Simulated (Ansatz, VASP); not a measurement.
# Zn9Ge20O49: VASP beside Ansatz, part 2 of 2

One calculation is typed for both programs; each brings its own data sets. How far apart do they land? Of the first pair: The structure shown is frame 100 of Ansatz's trajectory.

VASP 6.6.1 and Ansatz 0.2.0.

So far. Step 6 (VASP: single point, PBE, pair 2): The run ends at a pressure of -1.73 GPa, with forces up to 4.8 eV/Å.

## 7. Comparison

Forces on 10 of the 78 atoms, those with the largest forces and the largest differences (eV/Å; atoms numbered as in POSCAR):

```tsv
atom	Ansatz x, y, z	VASP x, y, z
Ge4	-2.959, -1.532, -1.212	-2.905, -1.519, -1.168
Ge9	-3.837, 0.264, -2.934	-3.788, 0.262, -2.902
Ge17	2.474, -1.317, 0.282	2.437, -1.292, 0.322
Ge18	1.394, -0.267, -2.726	1.365, -0.229, -2.693
O33	1.499, -0.585, 2.465	1.468, -0.602, 2.437
O38	1.850, 0.309, -0.167	1.723, 0.309, -0.160
O43	0.291, -0.454, 0.775	0.385, -0.472, 0.866
O46	-2.129, 0.549, 1.788	-2.112, 0.520, 1.743
O75	2.110, -0.702, -2.148	2.086, -0.675, -2.116
O78	0.146, 0.340, -0.358	0.165, 0.347, -0.229
```

The forces differ by 33 meV/Å r.m.s., which is 3.2 % of the r.m.s. force of 1.034 eV/Å (both taken over all components).

## 8. Ansatz: dynamics, PBE

One frame of this run of dynamics is then solved in both programs, so the motion causes no difference.

The structure compared here is frame 300 of Ansatz's trajectory.

File input.yaml:

```yaml
crystal:
  lattice:
    - [10.4683, 0.0, 0.0]
    - [0.0, 10.4683, 0.0]
    - [0.0, 0.0, 10.4683]
  atoms:
    - { symbol: Ge, position: [0.4374731331734857, 0.06194893153616156, 0.31239074157217506] }
    - { symbol: Ge, position: [0.7802508525739614, 0.3730405127862213, 0.6466283923846279] }
    - { symbol: Ge, position: [0.5145439087530927, 0.3422427710325459, 0.8345194539705588] }
    - { symbol: Ge, position: [0.6164229148954462, 0.02271620033816379, 0.5325124423258791] }
    - { symbol: Ge, position: [0.17979041487156466, 0.03979633751420957, 0.5100828214705349] }
    - { symbol: Ge, position: [0.10667443615486756, 0.9569939722782115, 0.20307022152594023] }
    - { symbol: Ge, position: [0.6959678266767289, 0.9581880534566263, 0.16484051851781092] }
    - { symbol: Ge, position: [0.23191922279644261, 0.36406102232454174, 0.8951692251846051] }
    - { symbol: Ge, position: [0.012523523399214772, 0.7008205725858068, 0.32003286111403] }
    - { symbol: Ge, position: [0.13587688545418072, 0.359752777432821, 0.5806577954395652] }
    - { symbol: Ge, position: [0.3789344974828769, 0.35340981821308143, 0.19259096510417165] }
    - { symbol: Ge, position: [0.7427758088705902, 0.2743616442020195, 0.06454725218039223] }
    - { symbol: Ge, position: [0.7383720374845963, 0.6736146270168031, 0.7044505793681878] }
    - { symbol: Ge, position: [0.2868851676012342, 0.5576263576702999, 0.3888979108355703] }
    - { symbol: Ge, position: [0.6231766380405606, 0.7203939512623826, 0.9928450655789384] }
    - { symbol: Ge, position: [0.4003228795506434, 0.06256030109950995, 0.7657785886915738] }
    - { symbol: Ge, position: [0.012676365790051873, 0.15742766256221163, 0.9673585969068522] }
    - { symbol: Ge, position: [0.3502861018503482, 0.8742966861859137, 0.027349235310413344] }
    - { symbol: Ge, position: [0.12381188922747725, 0.6629061070087789, 0.896124490127337] }
    - { symbol: Ge, position: [0.5717547261733041, 0.7259153826313729, 0.4383424242713717] }
    - { symbol: Zn, position: [0.6659247442278116, 0.5186706533056944, 0.21977780537432057] }
    - { symbol: Zn, position: [0.6257463007365094, 0.30532178099595925, 0.37308827603335787] }
    - { symbol: Zn, position: [0.29492849841903657, 0.5547701154915317, 0.6841894099328449] }
    - { symbol: Zn, position: [0.8866578145448641, 0.4085572633569921, 0.34956965314329935] }
    - { symbol: Zn, position: [0.903862136163465, 0.9456167668102748, 0.4368713162595646] }
    - { symbol: Zn, position: [0.9166149231489354, 0.08174202114956584, 0.6827947231164564] }
    - { symbol: Zn, position: [0.01941098363631153, 0.7831357527010117, 0.6269881451620608] }
    - { symbol: Zn, position: [0.8895809252696236, 0.870437415817277, 0.8801620129342874] }
    - { symbol: Zn, position: [0.8801238023365782, 0.6010909125645998, 0.07049855277361176] }
    - { symbol: O, position: [0.15976806167190472, 0.6652274008196174, 0.36963021694066855] }
    - { symbol: O, position: [0.9282118395537002, 0.5799795573302255, 0.24765243640323645] }
    - { symbol: O, position: [0.1606182474709361, 0.20712054488312337, 0.5232941356285166] }
    - { symbol: O, position: [0.6256412215928089, 0.32174278536152007, 0.9619995605781263] }
    - { symbol: O, position: [0.2813350782839621, 0.4583743301204589, 0.26254501686042625] }
    - { symbol: O, position: [0.25962190613566677, 0.4651185006161459, 0.5190814172310692] }
    - { symbol: O, position: [0.8971275183172054, 0.26868737044219215, 0.6831959343924038] }
    - { symbol: O, position: [0.5563749605953211, 0.1279863970272155, 0.4126362446624572] }
    - { symbol: O, position: [0.7790185607978373, 0.047228298768663496, 0.5517610309219262] }
    - { symbol: O, position: [0.9454925823677198, 0.7562641498619643, 0.4574859337237183] }
    - { symbol: O, position: [0.6347066858993342, 0.6870647574104679, 0.29744084521842135] }
    - { symbol: O, position: [0.4234402911647545, 0.6380883237966051, 0.42433824021092253] }
    - { symbol: O, position: [0.9447283704135342, 0.044028161210511736, 0.8625851379880211] }
    - { symbol: O, position: [0.4087292110466838, 0.46743024177755704, 0.8086795372696618] }
    - { symbol: O, position: [0.3489773888788056, 0.3589025916337896, 0.028571974437110133] }
    - { symbol: O, position: [0.3092765778588692, 0.01567589771022993, 0.40083872261971865] }
    - { symbol: O, position: [0.26777031609716956, 0.9400666774930027, 0.14694840614044305] }
    - { symbol: O, position: [0.37729144178137813, 0.19712847358214802, 0.24129037188464222] }
    - { symbol: O, position: [0.8983598100933293, 0.2686491598444829, 0.00016239504026441734] }
    - { symbol: O, position: [0.28764937955541975, 0.029498581431560048, 0.6503539256612821] }
    - { symbol: O, position: [0.03690188473773201, 0.06012437549554369, 0.10014997659600891] }
    - { symbol: O, position: [0.38971943868631964, 0.9770449834261533, 0.8969842285757956] }
    - { symbol: O, position: [0.9708071033501141, 0.6980694095507389, 0.9409550738897433] }
    - { symbol: O, position: [0.7017185216319747, 0.586437148343093, 0.04791608952743044] }
    - { symbol: O, position: [0.7930609554559958, 0.9417957070393475, 0.29354336425207533] }
    - { symbol: O, position: [0.5236189257090454, 0.4049368092240383, 0.2517218650592742] }
    - { symbol: O, position: [0.6540221430413725, 0.6826227754267646, 0.5663861371951511] }
    - { symbol: O, position: [0.013488340991373958, 0.4200777585663384, 0.4919709981563387] }
    - { symbol: O, position: [0.7171842610548036, 0.8510264321809654, 0.04098086604319708] }
    - { symbol: O, position: [0.85407372734828, 0.7904148715646285, 0.7218077433776258] }
    - { symbol: O, position: [0.5650201083270445, 0.8887689500683016, 0.4612687828969365] }
    - { symbol: O, position: [0.476390626940382, 0.7668102748297241, 0.03497224955341364] }
    - { symbol: O, position: [0.04448668838302303, 0.9677024922862357, 0.590305971361157] }
    - { symbol: O, position: [0.1644106492935816, 0.5120697725514172, 0.9483965877936247] }
    - { symbol: O, position: [0.1700467124556996, 0.3835006639091352, 0.7384198007317331] }
    - { symbol: O, position: [0.7946466952609307, 0.5240392422838475, 0.7086346398173533] }
    - { symbol: O, position: [0.4033224114708215, 0.21794369668427538, 0.8186429506223553] }
    - { symbol: O, position: [0.14355721559374493, 0.6706724109931891, 0.729067756942388] }
    - { symbol: O, position: [0.5379956630971601, 0.04223226311817583, 0.6724396511372429] }
    - { symbol: O, position: [0.0811593095344994, 0.007986014921238405, 0.35894080223149893] }
    - { symbol: O, position: [0.6200624743272547, 0.3418415597565985, 0.7089976404955914] }
    - { symbol: O, position: [0.6351461077729909, 0.7079086384608771, 0.8308416839410411] }
    - { symbol: O, position: [0.23162309066419573, 0.773821919509376, 0.9573569729564496] }
    - { symbol: O, position: [0.7626835302771224, 0.34615935729774655, 0.213196029918898] }
    - { symbol: O, position: [0.15383586637753982, 0.22074262296647976, 0.9226139869892916] }
    - { symbol: O, position: [0.531729125072839, 0.9769399042824528, 0.20313709007193148] }
    - { symbol: O, position: [0.034637906823457486, 0.8097971972526581, 0.2048565669688488] }
    - { symbol: O, position: [0.7080137176045777, 0.11592140080051203, 0.10935873064394411] }
    - { symbol: O, position: [0.7448869443940277, 0.37982289387961754, 0.4848829322812682] }
basis:
  ecutwfc: 450.0
kpoints:
  mp_grid:
    grid: [1, 1, 1]
hamiltonian:
  xc: pbe
  pseudopotentials:
    kind: paw
    xc_functional: pbe
    azcp:
      folder: "./paw"
scf:
  occupations:
    method: gaussian
    width: 0.05
md:
  timestep: 1.0
  n_steps: 300
  ensemble: nve
  temperature: 900.0
  initial_velocities: maxwell_boltzmann
  seed: 83
```

On the command line:

```sh
$ python dynamics.py
```

## 9. VASP: single point, PBE, pair 3

The same cell, functional, mesh and smearing now go to VASP, with its own data sets.

File INCAR:

```
SYSTEM = Zn9Ge20O49
PREC = Accurate
ENCUT = 520
EDIFF = 1E-06
NELM = 120
ISMEAR = 0
SIGMA = 0.05
LREAL = Auto
ALGO = Normal
GGA = PE
NBANDS = 400
LORBIT = 11
LWAVE = .FALSE.
LCHARG = .FALSE.
ISIF = 2
LASPH = .TRUE.
GGA_COMPAT = .FALSE.
EFERMI = MIDGAP
NCORE = 2
```

File POSCAR:

```
Zn9Ge20O49
1.0
   10.4683000000      0.0000000000      0.0000000000
    0.0000000000     10.4683000000      0.0000000000
    0.0000000000      0.0000000000     10.4683000000
Ge Zn O
20 9 49
Direct
    0.4133717987      0.0706227372      0.3346006515
    0.7976557798      0.3785332862      0.6343341326
    0.5622211820      0.3682450828      0.8229034323
    0.6239408500      0.9961502823      0.5485608934
    0.1919700429      0.0498266194      0.5186515480
    0.1010574783      0.9659925680      0.1889609583
    0.6724969670      0.0149116858      0.1714605046
    0.2031275374      0.3373709198      0.9279730233
    0.0178634544      0.6896821834      0.3186763849
    0.0848179743      0.3498657853      0.6156109397
    0.3414499011      0.3517189993      0.2105786040
    0.7420784655      0.2692605294      0.0465309554
    0.7372448249      0.6862909928      0.7167257339
    0.2986826896      0.5718884633      0.3923177593
    0.6207025018      0.7601807361      0.0269098134
    0.4362694993      0.0738324274      0.7544013832
    0.9923578805      0.1347210149      0.9452537661
    0.3323462262      0.8741533964      0.0060754850
    0.1242417585      0.6571172015      0.8800760391
    0.5859022000      0.7046893956      0.4586895676
    0.6379259288      0.4926492363      0.2141990581
    0.6245140090      0.2914608867      0.3677770030
    0.3406092680      0.4985623263      0.6910291069
    0.8672563836      0.4374922385      0.3387560540
    0.8799518546      0.9478329815      0.3786956812
    0.9441743167      0.0557397094      0.6468289980
    0.0666488351      0.7351050314      0.5973367213
    0.9002894453      0.8734465004      0.8503386414
    0.8791303268      0.6649312687      0.0796117803
    0.1645825970      0.6868928097      0.4090348958
    0.9581020796      0.5446729650      0.2419877153
    0.1182331420      0.2019430089      0.5128817478
    0.6401039328      0.3885635681      0.9754019277
    0.2400867381      0.4760562842      0.2703208735
    0.2987686635      0.4825616385      0.5241825320
    0.9230725142      0.2720881136      0.6836353563
    0.5447875968      0.1254358396      0.4468729402
    0.7945989320      0.0160580037      0.5491340523
    0.9270941796      0.7580600480      0.4395556107
    0.6814669048      0.6034790749      0.3903594662
    0.4143748269      0.6865489143      0.4076497617
    0.9196240077      0.0436556079      0.8233619594
    0.4565879847      0.5008454095      0.8226741687
    0.3319927782      0.3087702874      0.0371120430
    0.3073087321      0.9742747151      0.4202974695
    0.2446624571      0.9535645711      0.1258943668
    0.3093721044      0.2242771033      0.3156864056
    0.9133479170      0.2777337294      0.0203662486
    0.3180172521      0.0745106655      0.6443166512
    0.9839706543      0.0150740808      0.0602676652
    0.3944862108      0.9808660432      0.9021999752
    0.9879254511      0.7250174336      0.9421587077
    0.6932453216      0.6255552477      0.1005320826
    0.7683100408      0.0778445402      0.2913271496
    0.4962028219      0.3707001137      0.2609306191
    0.5839152489      0.7109654863      0.6315161010
    0.9903709294      0.4661215288      0.5428484090
    0.7133249907      0.8761116896      0.1022515595
    0.8810886199      0.7598081828      0.6919843719
    0.6170056265      0.8630245599      0.4342634430
    0.4589570417      0.7514305093      0.0469226140
    0.0830793921      0.9330741381      0.5937735831
    0.1344057774      0.4990972746      0.9814009916
    0.1958484186      0.3592751450      0.7447149967
    0.7654633513      0.5156711214      0.7353342950
    0.4496909718      0.2383194979      0.8298577611
    0.1743454047      0.6333597623      0.7179102624
    0.5685927992      0.9636426163      0.7049377645
    0.0565994479      0.0113103369      0.3479839133
    0.6471346828      0.3098019736      0.6815337734
    0.6943343236      0.7696760697      0.8651452480
    0.2462577496      0.7844253604      0.8946915927
    0.7541816723      0.3352693370      0.2134061882
    0.1463465892      0.1655951778      0.9086957768
    0.5042939159      0.0123038125      0.2045222242
    0.0351728552      0.8011807075      0.1813952600
    0.6893764986      0.1186821165      0.0422609211
    0.7719113896      0.3472101487      0.4669239514
```

File KPOINTS:

```
Automatic mesh
0
Gamma
1 1 1
0 0 0
```

The projector-augmented-wave data sets are Ge_d, Zn and O (PBE family, release 64).

On the command line:

```sh
$ mpirun -np 8 vasp_gam
```

Output:

```text
[... set-up lines as in an earlier step ...]
 entering main loop
       N       E                     dE             d eps       ncg     rms          rms(c)
DAV:   1     0.207234368982E+05    0.20723E+05   -0.23465E+05   960   0.435E+03
DAV:   2     0.493488128378E+04   -0.15789E+05   -0.14803E+05   800   0.123E+03
DAV:   3     0.288517994856E+03   -0.46464E+04   -0.43233E+04   848   0.399E+02
DAV:   4    -0.479088831492E+03   -0.76761E+03   -0.74950E+03   904   0.180E+02
[...]
DAV:  18    -0.448992534797E+03   -0.37739E-05   -0.10877E-04   920   0.405E-02    0.138E-02
DAV:  19    -0.448992534827E+03   -0.29817E-07   -0.24101E-05  1112   0.252E-02    0.601E-03
DAV:  20    -0.448992535212E+03   -0.38533E-06   -0.81103E-06   816   0.101E-02
   1 F= -.44899254E+03 E0= -.44899254E+03  d E =-.167318E-76
```

OUTCAR, selected parts (step 9):

```text
  FREE ENERGIE OF THE ION-ELECTRON SYSTEM (eV)
  ---------------------------------------------------
  free  energy   TOTEN  =      -448.9925352123 eV

  energy  without entropy=     -448.9925352123  energy(sigma->0) =     -448.99253521

[... 1 part as in an earlier step ...]
```

The run ends at a pressure of -1.24 GPa, with forces up to 5.5 eV/Å.

## 10. Comparison

Forces on 10 of the 78 atoms, those with the largest forces and the largest differences (eV/Å; atoms numbered as in POSCAR):

```tsv
atom	Ansatz x, y, z	VASP x, y, z
Ge6	-5.372, -0.738, 1.185	-5.280, -0.741, 1.134
Ge7	0.040, 2.243, 2.590	0.055, 2.203, 2.511
Ge12	1.788, 3.227, 1.893	1.766, 3.168, 1.894
Ge20	-3.608, 0.208, 1.714	-3.551, 0.217, 1.654
O31	0.710, 2.533, -1.226	0.798, 2.630, -1.305
O35	-0.310, -2.212, 1.371	-0.335, -2.182, 1.189
O40	1.864, -3.215, -2.571	1.813, -3.163, -2.530
O42	-0.405, 0.690, 0.528	-0.379, 0.827, 0.630
O46	3.456, 0.212, -0.442	3.378, 0.186, -0.439
O74	2.035, 2.535, 0.058	1.992, 2.517, 0.072
```

The forces differ by 37 meV/Å r.m.s., which is 3.0 % of the r.m.s. force of 1.225 eV/Å (both taken over all components).

## 11. Outcome

| Quantity | Value |
| --- | --- |
| r.m.s. force difference (single point, PBE, pair 1) | 3.2 % of the r.m.s. force |
| r.m.s. force difference (single point, PBE, pair 2) | 3.2 % of the r.m.s. force |
| r.m.s. force difference (single point, PBE, pair 3) | 3.0 % of the r.m.s. force |

**Reading.** The r.m.s. force difference is 3.2 % of the r.m.s. force (single point, PBE, pair 1), beyond the 3 % picked in this series as the mark of a large difference. What causes the difference of the single point, PBE, pair 1 pair stays open here. What causes the difference of the single point, PBE, pair 2 pair stays open here. How closely two codes agree says nothing of how well the functional describes the real material.

[Lines on the potential files, build, host, timing and source positions are cut from VASP's logs without a mark.]

[Logs are printed without paths, hosts, clocks, repeated set-up lines and the standing remarks that a program may print on its own settings, such as how far it seeks lower states.]

[Hosts, paths, dates, database ids (printed as entryN), source tags and the programs' standing remarks are cut or masked in the printed files.]
